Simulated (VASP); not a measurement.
Input of a VASP 6.6.1 run:

Contents of INCAR:

```
ALGO = Normal
EDIFF = 1E-6
ENCUT = 520
GGA = PE
ISIF = 2
ISMEAR = -1
LASPH = True
LCHARG = False
LREAL = False
LWAVE = False
NBANDS = 18
NELM = 80
PREC = Accurate
SIGMA = 0.04
```

Contents of KPOINTS:

```
k-points
0
Gamma
  5 5 5
```

The input POSCAR:

```
BiTe
1.0
    0.0000000000      3.2350000000      3.2350000000
    3.2350000000      0.0000000000      3.2350000000
    3.2350000000      3.2350000000      0.0000000000
Bi Te
1 1
Direct
    0.0000000000      0.0000000000      0.0000000000
    0.5000000000      0.5000000000      0.5000000000
```

Potentials or basis: VASP PAW PBE potentials, release 64 (Bi_d, Te).

Run with:

```console
$ cat potpaw_PBE.64/Bi_d/POTCAR potpaw_PBE.64/Te/POTCAR > POTCAR
$ mpirun -np 1 vasp_std > vasp.out
```

What does it give for the pressure?

0.6 GPa.

Predict the band gap on the k mesh.

none (metal or under the smearing width).

Caveat: spin-orbit coupling is left out, which moves the levels of the heavy elements.
